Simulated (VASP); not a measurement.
RuSe:

```
CELL_PARAMETERS angstrom
3.18769 0.00000 0.00000
0.00000 3.18769 0.00000
0.00000 0.00000 3.18769
ATOMIC_POSITIONS crystal
Ru 0.00000 0.00000 0.00000
Se 0.50000 0.50000 0.50000
```

The cell comes from a database or a generator and needn't be the stable form of this composition.

* Program: VASP 6.6.1
* Task: relaxation of cell and atoms
* Functional: vdW-DF-cx
* Potentials or basis: VASP PAW PBE potentials, release 64 (Ru_pv, Se)
* Cutoff: 600 eV
* k mesh: 8 × 8 × 8
* Occupations: fermi-dirac, width 0.05 eV
* Spin: no spin polarisation

At the start: pressure -13.1 GPa; volume 16.20 Å³/atom.

Where does the relaxation end?

Over 4 steps the energy falls by 56.8 meV/atom and the volume is 14.93 Å³/atom (-7.8 %); space group Pm-3m (No. 221, to 0.05 Å).

The path:
```csv
step,energy change (eV),largest force (eV/Å),pressure (GPa),volume (Å³)
1,0.0000,0.0000,-13.11,32.39
2,0.1627,0.0000,30.34,26.57
3,-0.1134,0.0000,-0.49,29.91
4,-0.1135,0.0000,-0.09,29.85
```

Final structure:
```xyz
2
Lattice="3.1021 0.0000 0.0000 0.0000 3.1021 0.0000 0.0000 0.0000 3.1021" Properties=species:S:1:pos:R:3 pbc="T T T"
Ru    0.0000    0.0000    0.0000
Se    1.5510    1.5510    1.5510
```

Caveat: the PAW data sets were made with another functional, which shifts forces and pressure a little.
